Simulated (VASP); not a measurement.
Computed with LDA (Ceperley-Alder, Perdew-Zunger), VASP's LDA PAW potentials (set 64) (plane waves; VASP).

VASP ran on this input.

File KPOINTS:
```
Automatic mesh
0
Gamma
18 18 18
0 0 0
```

### INCAR
```
SYSTEM = Ti
PREC = Accurate
ENCUT = 400
EDIFF = 1E-7
NELM = 100
ALGO = Normal
LREAL = .FALSE.
LASPH = .TRUE.
ISMEAR = -5
LMAXMIX = 4
LWAVE = .FALSE.
LCHARG = .TRUE.
LORBIT = 11
NEDOS = 601
ISIF = 2
```

File POSCAR:
```
Ti
2.7334570
 -0.5773502546   0.5773502546   0.5773502546
  0.5773502546  -0.5773502546   0.5773502546
  0.5773502546   0.5773502546  -0.5773502546
Ti
1
Cart
  0.0000000000   0.0000000000   0.0000000000
```

POTCAR, in this order: Ti_sv (LDA.64 set). Program: vasp_std.

**Question.** What does the run give for the energy per atom (σ→0), band gap (on the k-mesh)?

**Answer.** 
The energy per atom (σ→0) is -8.453 eV/atom and the band gap (on the k-mesh) is none (metal, semimetal or under 0.01 eV).

### OSZICAR
```
...
DAV:   7    -0.844469882310E+01    0.10169E-01   -0.10710E-01  4250   0.351E+00    0.132E+00
DAV:   8    -0.845310670588E+01   -0.84079E-02   -0.40860E-02  4268   0.290E+00    0.127E-01
DAV:   9    -0.845328733602E+01   -0.18063E-03   -0.23195E-03  4240   0.615E-01    0.612E-02
DAV:  10    -0.845330992618E+01   -0.22590E-04   -0.34961E-04  4622   0.174E-01    0.902E-03
DAV:  11    -0.845330661903E+01    0.33071E-05   -0.17645E-05  4322   0.592E-02    0.544E-03
DAV:  12    -0.845330628795E+01    0.33108E-06   -0.13678E-06  5044   0.976E-03    0.181E-03
DAV:  13    -0.845330633768E+01   -0.49732E-07   -0.10206E-07  2792   0.329E-03
   1 F= -.84533063E+01 E0= -.84533063E+01  d E =0.000000E+00
```

The structure comes from a computed database's Ti entry (Im-3m); how it stands against other phases isn't given here. It was relaxed first, which changed the volume by -9 %.
